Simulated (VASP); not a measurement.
Given:

```
CELL_PARAMETERS angstrom
     -1.56797     1.56797     1.56797
      1.56797    -1.56797     1.56797
      1.56797     1.56797    -1.56797
ATOMIC_POSITIONS crystal
  Mo 0.00000 0.00000 0.00000
```

Level of theory: PBE GGA, VASP's PBE PAW potentials (set 64) (plane waves; VASP). Numerical set-up: 300 eV cut-off, 15×15×15 Γ-centred mesh, Gaussian smearing of 0.050 eV, potentials Mo_sv.

At this cut-off the stress carries a Pulay error, which pulls relaxed volumes low.

**Question.** Give the stress tensor in GPa (positive for a compressed cell).

**Answer.** 
```
6.91  0.00  0.00
0.00  6.91  0.00
0.00  0.00  6.91
```
The pressure is its mean diagonal, 6.91 GPa.

The structure comes from a computed database's Mo entry; how it stands against other phases isn't given here. The cell was not relaxed at this level.
